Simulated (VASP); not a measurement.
```yaml
crystal:
  lattice:
    - [1.38000, -2.39023, 0.00000]
    - [1.38000, 2.39023, 0.00000]
    - [0.00000, 0.00000, 4.46000]
  atoms:
    - { symbol: Re, position: [0.33333, 0.66667, 0.25000] }
    - { symbol: Re, position: [0.66667, 0.33333, 0.75000] }
```

The base run (VASP): PBE GGA, plane waves, VASP's PBE PAW potentials (set 64). Numerical set-up: 400 eV cut-off, 14×14×8 Γ-centred mesh, first-order Methfessel-Paxton smearing of 0.10 eV, potentials Re.

One setting is varied; ΔE counts from the most expensive setting. The base run took about 10 core-seconds. The timings are rough (shared machines, no repeats); factors under 2 mean little.

Pressures at a finite cut-off, here 400 eV, hold a Pulay part, which wasn't tested here.

```json
[
 {"setting": "KPOINTS 2×2×1 Γ-centred mesh", "cost over the base run": "about 1/6", "electronic steps": "11", "ΔE (meV/atom)": "-124.2", "pressure (GPa)": "0.10"},
 {"setting": "KPOINTS 5×5×3 Γ-centred mesh", "cost over the base run": "about 1/5", "electronic steps": "11", "ΔE (meV/atom)": "-20.2", "pressure (GPa)": "3.47"},
 {"setting": "KPOINTS 6×6×3 Γ-centred mesh", "cost over the base run": "about 1/4", "electronic steps": "13", "ΔE (meV/atom)": "-9.8", "pressure (GPa)": "5.72"},
 {"setting": "base run", "cost over the base run": "reference", "electronic steps": "11", "ΔE (meV/atom)": "-1.2", "pressure (GPa)": "5.73"},
 {"setting": "KPOINTS 16×16×9 Γ-centred mesh", "cost over the base run": "within a factor of 2", "electronic steps": "11", "ΔE (meV/atom)": "0.1", "pressure (GPa)": "5.67"},
 {"setting": "KPOINTS 20×20×11 Γ-centred mesh", "cost over the base run": "within a factor of 2", "electronic steps": "11", "ΔE (meV/atom)": "0.0", "pressure (GPa)": "5.66"}
]
```

Left out are runs that failed, have no time on record or changed the cell.

The compound is Re in the hcp structure. The cell was not relaxed at this level.
